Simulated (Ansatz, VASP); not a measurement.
# Cross-check of Sr4Li8Al14Si10O49 (glassy 40SiO2-28Al2O3-16Li2O-16SrO (mol %)) between VASP and Ansatz

Wanted: the spread between two codes on one cell, functional and k mesh. The structure shown is the start of the Ansatz relaxation below; VASP solves that cell, so the two are compared at the walk's first step.

Method: plane waves, with VASP 6.6.1 beside it; single point at PBE, in Ansatz 0.2.0.

### Step 1. Set-up

The cell holds 85 atoms: 10 Si, 14 Al, 8 Li, 4 Sr and 49 O. Cell: a = 10.514 Å, b = 10.514 Å, c = 10.514 Å, α = 90.0°, β = 90.0°, γ = 90.0°. As first built, before any earlier steps moved the atoms (in the runner's words): 85 atoms (10 Si, 14 Al, 8 Li, 4 Sr, 49 O) placed at random at 2.64 g/cm^3, melted at 4000 K for 10 ps at fixed volume with the Morse and Coulomb pair potential with partial charges (Pedone, Malavasi, Menziani, Cormack and Segre, J. Phys. Chem. B 110, 11780 (2006)). Quenched from 4000 K to 300 K at 6 K/ps and fixed volume, held 5 ps, then minimised at fixed cell.

### Step 2. Ansatz: relaxation, PBE

Ansatz runs on its default PAW (the set named soft_2) files.

The two programs are compared at the cell with which this relaxation starts, whose forces are those of its first step.

Contents of input.yaml:

```yaml
crystal:
  lattice:
    - [10.5141, 0.0, 0.0]
    - [0.0, 10.5141, 0.0]
    - [0.0, 0.0, 10.5141]
  atoms:
    - { symbol: Si, position: [0.17773, 0.11614, 0.39017] }
    - { symbol: Si, position: [0.45144, 0.37669, 0.6402] }
    - { symbol: Si, position: [0.24543, 0.80134, 0.90614] }
    - { symbol: Si, position: [0.80864, 0.75402, 0.38395] }
    - { symbol: Si, position: [0.62265, 0.2044, 0.80662] }
    - { symbol: Si, position: [0.85241, 0.67346, 0.11984] }
    - { symbol: Si, position: [0.21942, 0.44546, 0.03556] }
    - { symbol: Si, position: [0.57872, 0.83172, 0.53341] }
    - { symbol: Si, position: [0.48779, 0.53928, 0.10081] }
    - { symbol: Si, position: [0.45754, 0.65804, 0.74158] }
    - { symbol: Al, position: [0.89234, 0.05492, 0.41196] }
    - { symbol: Al, position: [0.98614, 0.75971, 0.74714] }
    - { symbol: Al, position: [0.80568, 0.31112, 0.3232] }
    - { symbol: Al, position: [0.62996, 0.1918, 0.12352] }
    - { symbol: Al, position: [0.61619, 0.74334, 0.95875] }
    - { symbol: Al, position: [0.14518, 0.70819, 0.17153] }
    - { symbol: Al, position: [0.77053, 0.40408, 0.04437] }
    - { symbol: Al, position: [0.52693, 0.39595, 0.33824] }
    - { symbol: Al, position: [0.79822, 0.9975, 0.66859] }
    - { symbol: Al, position: [0.06971, 0.37626, 0.50651] }
    - { symbol: Al, position: [0.45386, 0.01166, 0.91325] }
    - { symbol: Al, position: [0.35351, 0.20086, 0.15681] }
    - { symbol: Al, position: [0.08256, 0.66942, 0.46564] }
    - { symbol: Al, position: [0.98022, 0.45433, 0.81658] }
    - { symbol: Li, position: [0.0557, 0.93299, 0.53867] }
    - { symbol: Li, position: [0.29665, 0.85021, 0.43411] }
    - { symbol: Li, position: [0.81516, 0.50702, 0.46229] }
    - { symbol: Li, position: [0.27616, 0.54888, 0.34241] }
    - { symbol: Li, position: [0.76083, 0.57751, 0.82736] }
    - { symbol: Li, position: [0.00722, 0.46558, 0.23841] }
    - { symbol: Li, position: [0.19912, 0.43843, 0.72943] }
    - { symbol: Li, position: [0.89285, 0.22924, 0.66895] }
    - { symbol: Sr, position: [0.22931, 0.10502, 0.7137] }
    - { symbol: Sr, position: [0.54312, 0.11436, 0.43191] }
    - { symbol: Sr, position: [0.46237, 0.89088, 0.18704] }
    - { symbol: Sr, position: [0.81447, 0.97208, 0.99291] }
    - { symbol: O, position: [0.17729, 0.72913, 0.33488] }
    - { symbol: O, position: [0.43739, 0.52734, 0.66776] }
    - { symbol: O, position: [0.92182, 0.65624, 0.41623] }
    - { symbol: O, position: [0.28946, 0.12252, 0.28625] }
    - { symbol: O, position: [0.038, 0.08165, 0.33777] }
    - { symbol: O, position: [0.24653, 0.77807, 0.05923] }
    - { symbol: O, position: [0.51911, 0.68556, 0.08066] }
    - { symbol: O, position: [0.68821, 0.73608, 0.47804] }
    - { symbol: O, position: [0.32979, 0.3139, 0.69765] }
    - { symbol: O, position: [0.01835, 0.36985, 0.67076] }
    - { symbol: O, position: [0.49284, 0.76614, 0.63907] }
    - { symbol: O, position: [0.93783, 0.6053, 0.77071] }
    - { symbol: O, position: [0.9425, 0.37377, 0.3928] }
    - { symbol: O, position: [0.92587, 0.06231, 0.57996] }
    - { symbol: O, position: [0.57952, 0.32221, 0.71709] }
    - { symbol: O, position: [0.84575, 0.4012, 0.89818] }
    - { symbol: O, position: [0.77674, 0.28125, 0.15999] }
    - { symbol: O, position: [0.8577, 0.89544, 0.39726] }
    - { symbol: O, position: [0.76958, 0.72262, 0.24042] }
    - { symbol: O, position: [0.68518, 0.41753, 0.36152] }
    - { symbol: O, position: [0.86548, 0.87708, 0.75518] }
    - { symbol: O, position: [0.77465, 0.72039, 0.9978] }
    - { symbol: O, position: [0.30903, 0.93816, 0.87585] }
    - { symbol: O, position: [0.10448, 0.7978, 0.85701] }
    - { symbol: O, position: [0.1272, 0.45049, 0.91197] }
    - { symbol: O, position: [0.41813, 0.09694, 0.05037] }
    - { symbol: O, position: [0.36652, 0.49539, 0.01636] }
    - { symbol: O, position: [0.98781, 0.73886, 0.13514] }
    - { symbol: O, position: [0.86644, 0.52336, 0.12362] }
    - { symbol: O, position: [0.58185, 0.64761, 0.8305] }
    - { symbol: O, position: [0.16179, 0.24786, 0.46445] }
    - { symbol: O, position: [0.5077, 0.26177, 0.22524] }
    - { symbol: O, position: [0.2174, 0.00982, 0.49291] }
    - { symbol: O, position: [0.63805, 0.21989, 0.95815] }
    - { symbol: O, position: [0.48884, 0.87981, 0.42176] }
    - { symbol: O, position: [0.61612, 0.46617, 0.06544] }
    - { symbol: O, position: [0.4704, 0.34806, 0.4889] }
    - { symbol: O, position: [0.50447, 0.1061, 0.79098] }
    - { symbol: O, position: [0.0655, 0.76294, 0.59781] }
    - { symbol: O, position: [0.44782, 0.5105, 0.24975] }
    - { symbol: O, position: [0.5699, 0.89669, 0.93655] }
    - { symbol: O, position: [0.33722, 0.70288, 0.82642] }
    - { symbol: O, position: [0.16158, 0.53843, 0.14708] }
    - { symbol: O, position: [0.24526, 0.3072, 0.09499] }
    - { symbol: O, position: [0.65697, 0.04093, 0.16878] }
    - { symbol: O, position: [0.7504, 0.133, 0.75806] }
    - { symbol: O, position: [0.66114, 0.95057, 0.58721] }
    - { symbol: O, position: [0.77676, 0.16818, 0.39792] }
    - { symbol: O, position: [0.14706, 0.51989, 0.48559] }
kpoints:
  mp_grid: { grid: [1, 1, 1] }
hamiltonian:
  xc: pbe
scf:
  occupations: { method: fixed }
output:
  forces: true
relax:
  f_tol: 0.05
  max_steps: 150
  cell: {}
```

Started as:

```console
$ ansatz run input.yaml --threads 4 --pin off --max-ram 8192MiB --backend cpu --events-out ev --progress --plain --runs-dir out
```

Numbers of over 12 decimals in the logs are rounded to 6 here.

Output:

```text
Engine: ansatz 0.2.0, x86_64-unknown-linux-gnu
Pseudopotentials: kind: paw
Pseudopotential: Si, paw, valence charge 4, recommended cutoff 420 eV (normal), Si.paw.azcp
Pseudopotential: Al, paw, valence charge 3, recommended cutoff 420 eV (normal), Al.paw.azcp
Pseudopotential: Li, paw, valence charge 3, recommended cutoff 420 eV (normal), Li.paw.azcp
Pseudopotential: Sr, paw, valence charge 10, recommended cutoff 420 eV (normal), Sr.paw.azcp
Pseudopotential: O, paw, valence charge 6, recommended cutoff 420 eV (normal), O.paw.azcp
Functional definition: PBE
  parameter kappa = 0.804
  parameter beta = 0.066725
  exchange = pbe_x(kappa = kappa, mu = beta*pi^2/3)
  correlation = pbe_c(beta = beta)
Crystal: 85 atoms, lattice volume = 1162.295 Å³
Basis set: ecut = 420 eV, 22743 PW (Γ), exchange–correlation on 144×144×144 points (8 copies of the dense FFT grid, shifted against one another)
Bands: 305, of which v1, the nominal top of the filled ones, is band 220 counted from 1 (219 counted from 0)
Symmetry: 1 space group operations
Space group: P1 (ITA 1), of the structure as read, at distance tolerance 1.1e-4 Å
k-points: 1
Non-local potential: Si, projectors of the file, l = 0: 2, l = 1: 2, l = 2: 2
Non-local potential: Al, projectors of the file, l = 0: 2, l = 1: 2, l = 2: 1
Non-local potential: Li, projectors of the file, l = 0: 3, l = 1: 2, l = 2: 1
Non-local potential: Sr, projectors of the file, l = 0: 3, l = 1: 2, l = 2: 2
Non-local potential: O, projectors of the file, l = 0: 2, l = 1: 2, l = 2: 1
PAW form: soft (Blöchl's): semilocal exchange-correlation on the pseudo side does not see the compensation charge
PAW one-centre angular grid: Si, 110 points (default); XC on 64 Gauss nodes
PAW one-centre angular grid: Al, 110 points (default); XC on 64 Gauss nodes
PAW one-centre angular grid: Li, 110 points (default); XC on 64 Gauss nodes
PAW one-centre angular grid: Sr, 110 points (default); XC on 64 Gauss nodes
PAW one-centre angular grid: O, 110 points (default); XC on 64 Gauss nodes
Initial density: superposition of atomic densities (neutral atoms: chi_scale 0, normalization atom), corrected by the library's trained network
Initial wavefunctions: pseudopotential atomic-orbital guess
Functional: x = pbe(κ = 0.804, μ = 0.219515), c = pbe(β = 0.066725)
SCF iter   1: F=—  HF=-57611.815313 eV  |F-HF|=—  |Δ(HF+E_count)|=         —  Δρ=1.84e-3  dr2=5.33e-2  ethr=1.77e-3  ⟨swp⟩=6.0  Hψ=1061  notcnv=0  defer=83
preconditioner: auto → Resta (q_TF=auto, 2.320 Å⁻¹)  ε∞=3.1  [insulator: Δε(μ)=3.176 eV  Ē_g=15.514 eV  n_scr=250 (ndim 8)  ℏωp=22.2 eV  f_vac=0.142  ε∞_Penn≈3.1]
SCF iter   2: F=—  HF=-57611.826223 eV  |F-HF|=—  |Δ(HF+E_count)|=   1.09e-2  Δρ=1.07e-3  dr2=1.38e-2  ethr=1.21e-5  ⟨swp⟩=3.0  Hψ=465  notcnv=0  defer=83
SCF iter   3: F=—  HF=-57611.829423 eV  |F-HF|=—  |Δ(HF+E_count)|=   3.20e-3  Δρ=4.71e-4  dr2=4.50e-3  ethr=3.13e-6  ⟨swp⟩=3.0  Hψ=382  notcnv=0  defer=64
automatic band count: iteration 3 solves 286 bands in place of 305: the levels show a gap, and the empty bands left out lie too high to hold charge; the band table lists the bands solved (type scf.n_extra_bands for more)
SCF iter   4: F=—  HF=-57611.831051 eV  |F-HF|=—  |Δ(HF+E_count)|=   1.63e-3  Δρ=1.77e-4  dr2=4.14e-4  ethr=1.02e-6  ⟨swp⟩=3.0  Hψ=390  notcnv=0  defer=64
SCF iter   5: F=—  HF=-57611.831145 eV  |F-HF|=—  |Δ(HF+E_count)|=   9.43e-5  Δρ=1.11e-4  dr2=1.37e-4  ethr=9.42e-8  ⟨swp⟩=3.0  Hψ=436  notcnv=0  defer=64
SCF iter   6: F=—  HF=-57611.831216 eV  |F-HF|=—  |Δ(HF+E_count)|=   7.06e-5  Δρ=2.42e-5  dr2=9.91e-6  ethr=3.11e-8  ⟨swp⟩=3.0  Hψ=436  notcnv=0  defer=64
SCF iter   7: F=—  HF=-57611.833383 eV  |F-HF|=—  |Δ(HF+E_count)|=   2.17e-3  Δρ=1.51e-5  dr2=2.55e-6  ethr=2.25e-9  ⟨swp⟩=2.0  Hψ=506  notcnv=0  defer=64
SCF iter   8: F=—  HF=-57611.833383 eV  |F-HF|=—  |Δ(HF+E_count)|=   2.06e-7  Δρ=7.04e-6  dr2=5.60e-7  ethr=5.79e-10  ⟨swp⟩=2.0  Hψ=433  notcnv=0  defer=64
SCF iter   9: F=-57611.833383 eV  HF=-57611.833383 eV  |F-HF|=1.94e-8  |Δ(HF+E_count)|=   1.21e-8  Δρ=1.72e-6  dr2=4.74e-8  ethr=2.27e-11  ⟨swp⟩=2.0  Hψ=941  notcnv=0
SCF 1 converged in 9 iterations: F = -57611.833383 eV  dr2 = 4.74e-8
  greatest PAW one-centre occupation: 1.000 electrons in one spin orbital (limit 2), on the Li atom at site 24 (counted from 0), in its partial waves of l = 0
relax step   1: F+E_penalty+E_count = -57611.83338285 eV  Δ(F+E_penalty+E_count) = +0.000e0 eV  max|allowed force component| = 2.128e0 eV/Å  Δτ_max = 0.0000 Å  P = +3.794 GPa  Ω = 1162.295 Å³  (9 SCF iters, dr2 threshold 1.00e-7 eV, accepted)
Crystal: 85 atoms, lattice volume = 1160.022 Å³
Basis set: ecut = 420 eV, 22645 PW (Γ), exchange–correlation on 144×144×144 points (8 copies of the dense FFT grid, shifted against one another)
Initial density: handed on by an earlier stage of this run
Initial wavefunctions: those handed on with the density
[...]
atom  64  O     -0.01596501    -0.00008551    -0.00776933
  atom  65  O     -0.00593269     0.01500434     0.00038999
  atom  66  O     -0.00035218     0.00722862    -0.00532144
  atom  67  O      0.01301194    -0.00274280    -0.00216287
  atom  68  O     -0.00780595     0.00092181     0.00527430
  atom  69  O      0.00518532     0.00334968    -0.00212246
  atom  70  O      0.00321045    -0.00636373    -0.01109951
  atom  71  O      0.00879592    -0.00079165     0.01478574
  atom  72  O     -0.00178112    -0.00633755     0.00138144
  atom  73  O     -0.00674615    -0.00869344     0.00837943
  atom  74  O     -0.00558509    -0.00347629    -0.00582902
  atom  75  O      0.00369600    -0.00248155    -0.00206806
  atom  76  O      0.00789212    -0.01171480    -0.00007836
  atom  77  O      0.01451833    -0.01267535     0.01052555
  atom  78  O     -0.00515474    -0.00599051    -0.00920786
  atom  79  O     -0.00275263     0.00267176     0.00339287
  atom  80  O      0.00462681     0.00899162     0.00319945
  atom  81  O     -0.02595182    -0.01031345    -0.00592739
  atom  82  O     -0.00658318    -0.00132121    -0.00747396
  atom  83  O     -0.00883887    -0.00208868    -0.00108306
  atom  84  O     -0.00358066     0.00524575     0.00883839
  atom  85  O     -0.00240245    -0.00042581    -0.00029999
  max |Σ_I F_I| component: 4.33e-5 eV/Å
--- Stress (GPa, compression-positive) ---
        0.000138       0.022152       0.014766
        0.022149       0.030597      -0.003524
        0.014766      -0.003524      -0.023699
  P = ⅓ Tr σ = 0.0023 GPa (0.023 kbar)
--- Relaxed structure (20 steps of the walk, 18 accepted, 2 SCFs on fresh bases) ---
  F+E_penalty+E_count = -57616.22124721 eV   max|allowed force component| = 4.886e-2 eV/Å   (the final SCF, on the basis selected at the relaxed cell)
  cell:  # Å, volume = 1146.4601 Å³
    - [10.244945, 0.314540, 0.062554]
    - [0.314540, 10.844873, -0.084969]
    - [0.062554, -0.084969, 10.328973]
  atoms:
    - { symbol: Si, position: [0.190872, 0.107403, 0.408024] }
    - { symbol: Si, position: [0.459084, 0.382332, 0.633401] }
    - { symbol: Si, position: [0.242659, 0.801474, 0.894986] }
    - { symbol: Si, position: [0.808414, 0.763534, 0.372083] }
    - { symbol: Si, position: [0.607335, 0.196533, 0.804763] }
    - { symbol: Si, position: [0.845342, 0.670076, 0.118863] }
    - { symbol: Si, position: [0.212866, 0.442828, 0.053601] }
    - { symbol: Si, position: [0.578612, 0.836274, 0.523556] }
    - { symbol: Si, position: [0.480711, 0.537021, 0.100014] }
    - { symbol: Si, position: [0.464187, 0.661739, 0.718351] }
    - { symbol: Al, position: [0.906164, 0.048149, 0.418940] }
    - { symbol: Al, position: [0.982682, 0.747923, 0.741244] }
    - { symbol: Al, position: [0.810675, 0.306451, 0.329068] }
    - { symbol: Al, position: [0.639670, 0.192411, 0.121165] }
    - { symbol: Al, position: [0.600953, 0.733884, 0.952007] }
    - { symbol: Al, position: [0.140358, 0.715333, 0.164705] }
    - { symbol: Al, position: [0.780489, 0.410738, 0.049114] }
    - { symbol: Al, position: [0.523692, 0.393770, 0.333808] }
    - { symbol: Al, position: [0.794890, 0.983105, 0.674419] }
    - { symbol: Al, position: [0.073426, 0.376575, 0.510281] }
    - { symbol: Al, position: [0.441704, 0.00607138, 0.904594] }
    - { symbol: Al, position: [0.348472, 0.196069, 0.164442] }
    - { symbol: Al, position: [0.082937, 0.671487, 0.457451] }
    - { symbol: Al, position: [0.991013, 0.445961, 0.811820] }
    - { symbol: Li, position: [0.082193, 0.934704, 0.583957] }
    - { symbol: Li, position: [0.315695, 0.857138, 0.477734] }
    - { symbol: Li, position: [0.801209, 0.522237, 0.444745] }
    - { symbol: Li, position: [0.265683, 0.549073, 0.327982] }
    - { symbol: Li, position: [0.772516, 0.574023, 0.823534] }
    - { symbol: Li, position: [0.0021727, 0.494149, 0.271277] }
    - { symbol: Li, position: [0.287111, 0.492473, 0.821678] }
    - { symbol: Li, position: [0.880212, 0.219340, 0.667867] }
    - { symbol: Sr, position: [0.230155, 0.169085, 0.709367] }
    - { symbol: Sr, position: [0.558535, 0.105407, 0.415906] }
    - { symbol: Sr, position: [0.450213, 0.894510, 0.178374] }
    - { symbol: Sr, position: [0.808015, 0.938177, 1.006839] }
    - { symbol: O, position: [0.184100, 0.732112, 0.331194] }
    - { symbol: O, position: [0.464592, 0.535134, 0.632428] }
    - { symbol: O, position: [0.921792, 0.652563, 0.392393] }
    - { symbol: O, position: [0.312770, 0.104494, 0.300736] }
    - { symbol: O, position: [0.054811, 0.072111, 0.340174] }
    - { symbol: O, position: [0.248025, 0.786065, 0.054761] }
    - { symbol: O, position: [0.498943, 0.683802, 0.076366] }
    - { symbol: O, position: [0.694130, 0.730529, 0.480300] }
    - { symbol: O, position: [0.329667, 0.355344, 0.712888] }
    - { symbol: O, position: [0.021021, 0.342196, 0.674937] }
    - { symbol: O, position: [0.467695, 0.776879, 0.617947] }
    - { symbol: O, position: [0.943121, 0.593821, 0.754590] }
    - { symbol: O, position: [0.942646, 0.379557, 0.396847] }
    - { symbol: O, position: [0.929419, 0.045152, 0.590502] }
    - { symbol: O, position: [0.589563, 0.316023, 0.706561] }
    - { symbol: O, position: [0.848047, 0.406845, 0.893962] }
    - { symbol: O, position: [0.786321, 0.278792, 0.155308] }
    - { symbol: O, position: [0.853047, 0.901244, 0.381093] }
    - { symbol: O, position: [0.743947, 0.736524, 0.229680] }
    - { symbol: O, position: [0.684561, 0.419281, 0.365627] }
    - { symbol: O, position: [0.851528, 0.862475, 0.770471] }
    - { symbol: O, position: [0.769031, 0.704606, 0.984426] }
    - { symbol: O, position: [0.303306, 0.930488, 0.849698] }
    - { symbol: O, position: [0.093017, 0.795517, 0.857495] }
[...]
- { symbol: O, position: [0.332227, 0.684214, 0.812665] }
    - { symbol: O, position: [0.154056, 0.546800, 0.160150] }
    - { symbol: O, position: [0.229849, 0.310335, 0.123137] }
    - { symbol: O, position: [0.656315, 0.040246, 0.168708] }
    - { symbol: O, position: [0.746627, 0.121245, 0.763349] }
    - { symbol: O, position: [0.650269, 0.952698, 0.587198] }
    - { symbol: O, position: [0.783310, 0.166011, 0.401876] }
    - { symbol: O, position: [0.144868, 0.516444, 0.469467] }
```

(Part 1 of 2 ends here.)

[Lines on the potential files, build, host, timing and source positions are cut from VASP's logs without a mark.]

[Logs are printed without paths, hosts, clocks, repeated set-up lines and the standing remarks that a program may print on its own settings, such as how far it seeks lower states.]

[Hosts, paths, dates, database ids (printed as entryN), source tags and the programs' standing remarks are cut or masked in the printed files.]
